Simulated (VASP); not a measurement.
Os (hcp): the lattice constant a from VASP (plane waves, PAW) at several levels of theory. Static lattice. The measured value holds thermal and zero-point effects that the static calculation lacks.

| level | lattice constant a (Å) | error against measurement |
|---|---|---|
| LDA | 2.717 | -0.6 % |
| PBE | 2.753 | +0.7 % |
| PBEsol | 2.728 | -0.2 % |
| SCAN | 2.715 | -0.7 % |
| r2SCAN | 2.738 | +0.1 % |

Measured: 2.734 Å at 293 K (as given by Wikipedia, Osmium (infobox)).

The cell of the LDA run:

Os is modelled in the hexagonal space group P6₃/mmc (No. 194), the hcp (Mg type) structure, Pearson symbol hP2. Conventional cell: a = b = 2.7174 Å, c = 4.2952 Å, α = β = 90.00°, γ = 120.00°. Os on 2c is coordinated by 12 Os at 2.660–2.717 Å (anticuboctahedral). (Neighbours: up to the widest gap in distance over summed covalent radii, below 1.35, at either atom.)

Only levels that ran to the end are used. Left out are those held back, those with too coarse a band path, GW runs whose mesh misses a band edge, hybrids' fits of cells that aren't cubic and levels without matching references; a question may draw on a part of the rest.

The compound is Os in the hcp structure.
